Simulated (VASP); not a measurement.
# MgCd2S3 (P1) in VASP: relaxation of cell and atoms with PBE

Aim: the relaxation of cell and atoms of MgCd2S3 with PBE.

Program: VASP 6.6.1. These are calculated values, not measurements. Logs are shortened: lines on timing, memory, paths and dates and some standing lists are left out, and cuts for length are marked.

**1. Starting point**

The typed cell holds 12 atoms: a = 7.205 Å, b = 7.073 Å, c = 6.788 Å, α = 89.87°, β = 88.96°, γ = 60.60°.

The cell was built by a generator and needn't be a form met in nature.

**2. Relaxation of cell and atoms, PBE**

Contents of INCAR:

```
PREC = Normal ; ENCUT = 520
EDIFF = 1E-5 ; ISMEAR = 0
SIGMA = 0.05 ; LREAL = Auto
LASPH = T ; NELM = 80
ALGO = Fast ; ISIF = 3
LWAVE = F ; LCHARG = F
GGA = PE ; IBRION = 2
NSW = 110 ; EDIFFG = -0.03
ISYM = 0 ; KPAR = 2
```

Contents of KPOINTS:

```
regular mesh
0
Gamma
  3 3 3
```

Contents of POSCAR:

```
MgCd2S3
1.0
    6.2015139600     -3.6677588000      0.0650985200
    6.1253655200      3.5358546000      0.0081658900
    0.0396906100     -0.0534261100      6.7873099000
Mg Cd S
2 4 6
Direct
    0.8478222400      0.1530751900      0.9989633400
    0.1880832100      0.8422762200      0.4864012800
    0.1605119600      0.5219499400      0.9917775800
    0.8459707800      0.4924224300      0.5138870600
    0.5012772600      0.8312162900      0.9738696800
    0.4719599200      0.1705163500      0.5115623400
    0.1330572000      0.5344917200      0.3874119900
    0.8428817300      0.4825160700      0.8910194000
    0.8536936600      0.1627845200      0.3608284800
    0.1786678000      0.8122090000      0.8615515900
    0.4976847900      0.8306874300      0.3727709800
    0.4985239500      0.1758199400      0.9119907500
```

Potentials or basis: VASP PAW PBE potentials, release 64 (Mg, Cd, S).

Command:

```bash
$ cat potpaw_PBE.64/Mg/POTCAR potpaw_PBE.64/Cd/POTCAR potpaw_PBE.64/S/POTCAR > POTCAR
$ mpirun -np 2 vasp_std > vasp.out
```

OUTCAR:

```text
PREC = Normal
   ENCUT = 520
   EDIFF = 1E-5
   ISMEAR = 0
   LREAL = Auto
   LASPH = T
   NELM = 80
   ISIF = 3
   GGA = PE
   IBRION = 2
   NSW = 110
   EDIFFG = -0.03
   ISYM = 0

 ion  position               nearest neighbor table
   1  0.848  0.153  0.999-   8 2.42   9 2.46  12 2.52  10 2.58
   2  0.188  0.842  0.486-  11 2.31   7 2.49   9 2.52  10 2.56
   3  0.161  0.522  0.992-  10 2.29  12 2.51   8 2.54   7 2.69
   4  0.846  0.492  0.514-   7 2.38   9 2.53   8 2.56  11 2.67
   5  0.501  0.831  0.974-  12 2.46  10 2.52   8 2.54  11 2.71
   6  0.472  0.171  0.512-  11 2.50   7 2.68  12 2.73   9 2.89
   7  0.133  0.534  0.387-   4 2.38   2 2.49   6 2.68   3 2.69
   8  0.843  0.483  0.891-   1 2.42   5 2.54   3 2.54   4 2.56
   9  0.854  0.163  0.361-   1 2.46   2 2.52   4 2.53   6 2.89
  10  0.179  0.812  0.862-   3 2.29   5 2.52   2 2.56   1 2.58
  11  0.498  0.831  0.373-   2 2.31   6 2.50   4 2.67   5 2.71
  12  0.499  0.176  0.912-   5 2.46   3 2.51   1 2.52   6 2.73

IMPORTANT INFORMATION: All symmetrisations will be switched off!
NOSYMM: (Re-)initialisation of all symmetry stuff for point group C_1.

----------------------------------------------------------------------------------------

                                     Primitive cell

  volume of cell :     301.2870

  direct lattice vectors                    reciprocal lattice vectors
     6.201513960 -3.667758800  0.065098520     0.079656195 -0.137989452 -0.001551991
     6.125365520  3.535854600  0.008165890     0.082614705  0.139697402  0.000616512
     0.039690610 -0.053426110  6.787309900    -0.000863394  0.001155414  0.147347920

  length of vectors
     7.205238915  7.072654183  6.787636214     0.159338027  0.162298902  0.147354980

  position of ions in fractional coordinates (direct lattice)
     0.847822240  0.153075190  0.998963340
     0.188083210  0.842276220  0.486401280
     0.160511960  0.521949940  0.991777580
     0.845970780  0.492422430  0.513887060
     0.501277260  0.831216290  0.973869680
     0.471959920  0.170516350  0.511562340
     0.133057200  0.534491720  0.387411990
     0.842881730  0.482516070  0.891019400
     0.853693660  0.162784520  0.360828480
     0.178667800  0.812209000  0.861551590
     0.497684790  0.830687430  0.372770980
     0.498523950  0.175819940  0.911990750

  ion indices of the primitive-cell ions
   primitive index   ion index
                 1           1
                 2           2
                 3           3
                 4           4
                 5           5
                 6           6
                 7           7
                 8           8
                 9           9
                10          10
                11          11
                12          12

----------------------------------------------------------------------------------------

 KPOINTS: regular mesh

Automatic generation of k-mesh.
 Grid dimensions read from file:
 generate k-points for:    3    3    3

 Generating k-lattice:

  Cartesian coordinates                     Fractional coordinates (reciprocal lattice)
     0.026552065 -0.045996484 -0.000517330     0.333333333  0.000000000 -0.000000000
     0.027538235  0.046565801  0.000205504    -0.000000000  0.333333333 -0.000000000
    -0.000287798  0.000385138  0.049115973     0.000000000  0.000000000  0.333333333

  Length of vectors
     0.053112676  0.054099634  0.049118327

  Shift w.r.t. Gamma in fractional coordinates (k-lattice)
     0.000000000  0.000000000  0.000000000

 Subroutine IBZKPT returns following result:
 ===========================================

 Found     14 irreducible k-points:

 Following reciprocal coordinates:
            Coordinates               Weight
  0.000000  0.000000  0.000000      1.000000
  0.333333 -0.000000  0.000000      2.000000
 -0.000000  0.333333 -0.000000      2.000000
  0.333333  0.333333 -0.000000      2.000000
 -0.333333  0.333333 -0.000000      2.000000
  0.000000 -0.000000  0.333333      2.000000
  0.333333  0.000000  0.333333      2.000000
 -0.333333  0.000000  0.333333      2.000000
 -0.000000  0.333333  0.333333      2.000000
  0.333333  0.333333  0.333333      2.000000
 -0.333333  0.333333  0.333333      2.000000
  0.000000 -0.333333  0.333333      2.000000
  0.333333 -0.333333  0.333333      2.000000
 -0.333333 -0.333333  0.333333      2.000000
   k-points           NKPTS =     14   k-points in BZ     NKDIM =     14   number of bands    NBANDS=     52
   number of dos      NEDOS =    301   number of ions     NIONS =     12
   total plane-waves  NPLWV =  64000
   dimension x,y,z NGX =    40 NGY =   40 NGZ =   40
   dimension x,y,z NGXF=    80 NGYF=   80 NGZF=   80
   ions per type =               2   4   6
   NGX,Y,Z   is equivalent  to a cutoff of   9.23,  9.40,  9.80 a.u.
   NGXF,Y,Z  is equivalent  to a cutoff of  18.46, 18.80, 19.59 a.u.
 SYSTEM =  unknown system
   PREC   = normal    normal or accurate (medium, high low for compatibility)
   ISTART =      0    job   : 0-new  1-cont  2-samecut
   ICHARG =      2    charge: 1-file 2-atom 10-const
   ISPIN  =      1    spin polarized calculation?
   LNONCOLLINEAR =      F non collinear calculations
   LSORBIT =      F    spin-orbit coupling
   LASPH  =      T    aspherical Exc in radial PAW
   ENCUT  =  520.0 eV  38.22 Ry    6.18 a.u.  13.40 13.15 12.62*2*pi/ulx,y,z
   NELM   =     80;   NELMIN=  2; NELMDL= -5     # of ELM steps
   EDIFF  = 0.1E-04   stopping-criterion for ELM
   LREAL  =      T    real-space projection
   EDIFFG = -.3E-01   stopping-criterion for IOM
   NSW    =    110    number of steps for IOM
   IBRION =      2    ionic relax: 0-MD 1-quasi-New 2-CG
   NFREE  =      1    steps in history (QN), initial steepest desc. (CG)
   ISIF   =      3    stress and relaxation
   ISYM   =      0    0-nonsym 1-usesym 2-fastsym
   POTIM  = 0.5000    time-step for ionic-motion
   TEBEG  =    0.0;   TEEND  =   0.0 temperature during run
   PSTRESS=    0.0 pullay stress
   NELECT =      88.0000    total number of electrons
   NUPDOWN=      -1.0000    fix difference up-down
   EMIN   =  10.00;   EMAX   =-10.00  energy-range for DOS
   EFERMI =   0.00;   METHOD = LEGACY
   ISMEAR =     0;   SIGMA  =   0.05  broadening in eV -4-tet -1-fermi 0-gaus
   EFERMI_NEDOS =   21; number of points for ismear=-14 and -15
   IALGO  =     68    algorithm
   IMIX   =      4    mixing-type and parameters
     AMIX     =   0.40;   BMIX     =  1.00
     AMIX_MAG =   1.60;   BMIX_MAG =  1.00
  volume/ion in A,a.u.               =      25.11       169.43
  Fermi-wavevector in a.u.,A,eV,Ry     =   1.086198  2.052616 16.052503  1.179826
  Thomas-Fermi vector in A             =   2.222329
   LORBIT       =      0    0 simple, 1 ext, 2 COOP (PROOUT), +10 PAW based schemes
   GGA     = PE    functional components
   LHFCALC =     F    Hartree Fock is set to
   AEXX    =    0.0000 exact exchange contribution
   IVDW    =     0    specifies the selected vdW correction
   LEPSILON=     F    determine dielectric tensor
   LRPA    =     F    only Hartree local field effects (RPA)
 conjugate gradient relaxation of ions
 non-spin polarized calculation
 RMM-DIIS sequential band-by-band and
 Gauss-broadening in eV      SIGMA  =   0.05
  energy-cutoff  :      520.00
  volume of cell :      301.29
 maximum number of plane-waves:      8124
   NGX = 27   NGY = 27   NGZ = 25

--------------------------------------- Ionic step        1  -------------------------------------------

 number of electron      88.0000009 magnetization

 Free energy of the ion-electron system (eV)
  ---------------------------------------------------
  ext. energy  EPLUGINS =         0.00000000
  ---------------------------------------------------
  free energy    TOTEN  =       -40.61400509 eV

  energy without entropy =      -40.61400509  energy(sigma->0) =      -40.61400509

------------------------ aborting loop because EDIFF is reached ----------------------------------------

  FORCE on cell =-STRESS in cart. coord.  units (eV):
  Direction    XX          YY          ZZ          XY          YZ          ZX
  --------------------------------------------------------------------------------------
  -------------------------------------------------------------------------------------
  Total        7.6715304      0.0663161     -2.0772176      1.8604149      0.4047727     -2.6708532
  in kB       40.7954923      0.3526541    -11.0461812      9.8932725      2.1524910    -14.2030032
  external PRESSURE =      10.0339884 kB  Pullay stress =       0.0000000 kB
[... 119 lines left out ...]
  FREE ENERGIE OF THE ION-ELECTRON SYSTEM (eV)
  ---------------------------------------------------
  free  energy   TOTEN  =       -41.2209048711 eV

  energy  without entropy=      -41.2209048711  energy(sigma->0) =      -41.22090487

[... ionic steps 4 to 16 ...]

--------------------------------------- Ionic step       17  -------------------------------------------

 number of electron      87.9999979 magnetization

------------------------ aborting loop because EDIFF is reached ----------------------------------------

  FORCE on cell =-STRESS in cart. coord.  units (eV):
  Direction    XX          YY          ZZ          XY          YZ          ZX
  --------------------------------------------------------------------------------------
  -------------------------------------------------------------------------------------
  Total        0.0127892     -0.0159583      0.2228534     -0.0185540     -0.1085112      0.0421322
  in kB        0.0681602     -0.0850497      1.1876982     -0.0988837     -0.5783109      0.2245439
  external PRESSURE =       0.3902696 kB  Pullay stress =       0.0000000 kB
[... 77 lines left out ...]
  energy  without entropy=      -41.5577238512  energy(sigma->0) =      -41.55772385

--------------------------------------- Ionic step       19  -------------------------------------------

 number of electron      87.9999982 magnetization

 Free energy of the ion-electron system (eV)
  ---------------------------------------------------
  ext. energy  EPLUGINS =         0.00000000
  ---------------------------------------------------
  free energy    TOTEN  =       -41.55884895 eV

  energy without entropy =      -41.55884895  energy(sigma->0) =      -41.55884895

 E-fermi :   1.1630     XC(G=0):  -8.7382

 val. band max:        0.9043536305   @ k =   0.0000   0.0000   0.0000
 cond. band min:       2.7274294453   @ k =   0.0000   0.0000   0.0000
 fundamental gap:      1.8230758148
 Fermi energy:         1.1629894792

 k-point     1 :       0.0000    0.0000    0.0000
  band No.  band energies     occupation
      1     -10.8815      2.00000
      2     -10.4419      2.00000
      3     -10.3486      2.00000
      4     -10.3385      2.00000
      5     -10.2739      2.00000
      6     -10.2461      2.00000
[... 798 lines left out ...]
  FREE ENERGIE OF THE ION-ELECTRON SYSTEM (eV)
  ---------------------------------------------------
  free  energy   TOTEN  =       -41.5588489515 eV

  energy  without entropy=      -41.5588489515  energy(sigma->0) =      -41.55884895

 reached required accuracy - stopping structural energy minimisation
```

Wall time 10 min (2 MPI ranks of Intel Xeon Platinum 8259CL at 2.50GHz (Skylake/Cascade Lake), shared host); peak memory 0.33 GiB.

Results:

```
Free energy                            : -41.5588 eV
Relaxed volume                         : 25.05 Å³/atom
Relaxed cell                           : a = 7.180 Å, b = 7.178 Å, c = 6.738 Å, α = 90.05°, β = 90.14°, γ = 59.95°
Space group after relaxing (to 0.05 Å) : Cmc2_1 (No. 36)
Energy gained by relaxing              : 78.7 meV/atom
Ionic steps                            : 19
Pressure after relaxing                : 0.0 GPa
Largest force after relaxing           : 0.029 eV/Å
Band gap on the k mesh                 : 1.82 eV, direct
```

Forces in eV/Å, atoms in the order of the input:
```
Mg   0.010  0.008  0.005
Mg   0.000  0.002 -0.018
Cd  -0.008  0.008 -0.010
Cd  -0.001  0.001 -0.007
Cd   0.002  0.026  0.008
Cd  -0.016 -0.015 -0.018
S    0.005 -0.020  0.017
S   -0.003  0.015  0.002
S    0.006 -0.014  0.006
S    0.001 -0.005  0.001
S    0.005 -0.007  0.017
S   -0.001  0.002 -0.003
```

Step by step:
| step | energy change (eV) | largest force (eV/Å) | pressure (GPa) | volume (Å³) |
| --- | --- | --- | --- | --- |
| 1 | 0.0000 | 2.4823 | 1.00 | 301.29 |
| 2 | -0.6034 | 0.8115 | -1.07 | 308.02 |
| 3 | -0.6069 | 0.7892 | -1.16 | 308.65 |
| 4 | -0.7435 | 0.5162 | -0.05 | 301.20 |
| 5 | -0.7802 | 0.5337 | 1.33 | 293.78 |
| 6 | -0.8632 | 0.3746 | 0.73 | 296.72 |
| 7 | -0.8729 | 0.2916 | 0.48 | 298.05 |
| 8 | -0.9009 | 0.1842 | -0.20 | 301.63 |
| 9 | -0.9039 | 0.1538 | -0.42 | 303.14 |
| 10 | -0.9179 | 0.1384 | -0.10 | 301.07 |
| 11 | -0.9208 | 0.1328 | 0.14 | 299.79 |
| 12 | -0.9291 | 0.1115 | 0.11 | 300.22 |
| 13 | -0.9371 | 0.1134 | -0.02 | 300.86 |
| 14 | -0.9363 | 0.1481 | -0.23 | 302.15 |
| 15 | -0.9394 | 0.1194 | -0.12 | 301.46 |
| 16 | -0.9437 | 0.0601 | 0.04 | 300.56 |
| 17 | -0.9437 | 0.0683 | 0.04 | 300.62 |
| 18 | -0.9437 | 0.0593 | 0.01 | 300.60 |
| 19 | -0.9448 | 0.0287 | 0.04 | 300.58 |

Final structure:
```yaml
crystal:
  lattice:
    - [6.22006, -3.58690, -0.00842]
    - [6.21804, 3.58641, -0.00237]
    - [-0.00662, 0.00487, 6.73778]
  atoms:
    - { symbol: Mg, position: [0.83870, 0.16299, 0.00056] }
    - { symbol: Mg, position: [0.16474, 0.83808, 0.50102] }
    - { symbol: Cd, position: [0.16921, 0.50377, 0.00038] }
    - { symbol: Cd, position: [0.83380, 0.49880, 0.49977] }
    - { symbol: Cd, position: [0.50105, 0.83188, 0.99911] }
    - { symbol: Cd, position: [0.50390, 0.16916, 0.50036] }
    - { symbol: S, position: [0.16643, 0.51287, 0.38172] }
    - { symbol: S, position: [0.83706, 0.48827, 0.88161] }
    - { symbol: S, position: [0.84435, 0.15779, 0.36693] }
    - { symbol: S, position: [0.15857, 0.84410, 0.86711] }
    - { symbol: S, position: [0.48994, 0.83566, 0.38134] }
    - { symbol: S, position: [0.51239, 0.16660, 0.88213] }
```

Levels at points of the mesh, in eV from the valence-band top:
| k point | band 40 | band 41 | band 42 | band 43 | band 44 | band 45 | band 46 | band 47 | band 48 | band 49 |
| --- | --- | --- | --- | --- | --- | --- | --- | --- | --- | --- |
| (0.00, 0.00, 0.00) | -0.56 | -0.56 | -0.03 | 0.00 | 0.00 | 1.82 | 3.26 | 4.78 | 4.83 | 5.17 |

A hybrid or GW would open this gap; PBE tends to underestimate it.
